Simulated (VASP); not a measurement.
Level of theory: PBEsol GGA, VASP's PBE PAW potentials (set 64) (plane waves; VASP).

The input files of a VASP run:

**POSCAR**
```
Mo(110) slab
1
    2.7135209983     0.0000000000     0.0000000000
   -0.9045073310     2.5583319235     0.0000000000
    0.0000000000     0.0000000000    25.9983994796
Mo
5
Direct
  0.5000000000   0.5000000000   0.3334957165
  0.0000000000   0.0000000000   0.4143178443
  0.5000000000   0.5000000000   0.5000000000
  0.0000000000   0.0000000000   0.5856821557
  0.5000000000   0.5000000000   0.6665042835
```

INCAR:
```
GGA  =  PS   # PBEsol
NELM  =  100
ENCUT  =  400   # plane-wave cut-off (eV)
NELMIN  =  4
IDIPOL  =  3
LDIPOL  =  .True.
LREAL  =  .False.   # projection in real space or not
LMAXMIX  =  4
SIGMA  =  0.1   # width (eV)
LVHAR  =  .True.
LWAVE  =  .False.
LASPH  =  .True.
LCHARG  =  .False.
SYSTEM  =  Mo(110) slab
LORBIT  =  11   # lm-projected
ALGO  =  Normal   # blocked Davidson
DIPOL  =  0.5 0.5 0.5
PREC  =  Normal
EDIFF  =  1E-6   # SCF stop (eV)
ISMEAR  =  1   # Methfessel-Paxton
```

### KPOINTS
```
Automatic mesh
0
Gamma
11 11 1
0 0 0
```

POTCAR, in this order: Mo_sv (PBE.64 set). Program: vasp_std. Read from the step before: WAVECAR.

Output of the run:

OSZICAR:
```
       N       E                     dE             d eps       ncg     rms          rms(c)
DAV:   1    -0.562000678212E+02   -0.56200E+02   -0.20504E-03  4016   0.255E-01    0.106E-01
DAV:   2    -0.562035490813E+02   -0.34813E-02   -0.31446E-02  3986   0.996E-01    0.332E-01
DAV:   3    -0.561996578034E+02    0.38913E-02   -0.18778E-02  4268   0.833E-01    0.340E-02
DAV:   4    -0.561996596617E+02   -0.18583E-05   -0.26725E-04  3564   0.838E-02    0.991E-03
DAV:   5    -0.561996611262E+02   -0.14644E-05   -0.18972E-05  3642   0.148E-02    0.196E-03
DAV:   6    -0.561996613207E+02   -0.19456E-06   -0.75391E-07  2396   0.398E-03
   1 F= -.56199661E+02 E0= -.56199937E+02  d E =0.825541E-03
```

File OUTCAR:
```
------------------------ aborting loop because EDIFF is reached ----------------------------------------
  FORCE on cell =-STRESS in cart. coord.  units (eV):
  Direction    XX          YY          ZZ          XY          YZ          ZX
  --------------------------------------------------------------------------------------
  Total       -2.9002182     -2.9982912     -0.4389479     -0.1386965      0.0000000      0.0000000
  in kB      -25.7456917    -26.6163016     -3.8966093     -1.2312304      0.0000000      0.0000000
  external PRESSURE =     -18.7528675 kB  Pullay stress =       0.0000000 kB
  volume of cell :      180.48
      direct lattice vectors                 reciprocal lattice vectors
     2.713520998  0.000000000  0.000000000     0.368524880  0.130293279  0.000000000
    -0.904507331  2.558331923  0.000000000     0.000000000  0.390879694  0.000000000
     0.000000000  0.000000000 25.998399480     0.000000000  0.000000000  0.038463906
 POSITION                                       TOTAL-FORCE (eV/Angst)
 -----------------------------------------------------------------------------------
      0.90451      1.27917      8.67035         0.000000      0.000000     -0.006179
      0.00000      0.00000     10.77160        -0.000000     -0.000000      0.007982
      0.90451      1.27917     12.99920        -0.000000      0.000000      0.000000
      0.00000      0.00000     15.22680        -0.000000      0.000000     -0.007982
      0.90451      1.27917     17.32804        -0.000000     -0.000000      0.006179
 -----------------------------------------------------------------------------------
    total drift:                                0.000000     -0.000000      0.000000
  FREE ENERGIE OF THE ION-ELECTRON SYSTEM (eV)
  ---------------------------------------------------
  free  energy   TOTEN  =       -56.1996613207 eV

  energy  without entropy=      -56.2004868619  energy(sigma->0) =      -56.19993650

 total charge

# of ion       s       p       d       tot
------------------------------------------
    1        2.392   6.139   3.965  12.495
    2        2.396   6.221   3.973  12.590
    3        2.385   6.205   3.949  12.539
    4        2.396   6.221   3.973  12.590
    5        2.392   6.139   3.965  12.495
--------------------------------------------------
tot         11.961  30.924  19.825  62.710
```
(Selected blocks of OUTCAR.)

The cell is a thin slab with vacuum, built from Mo (bcc): (110) face.
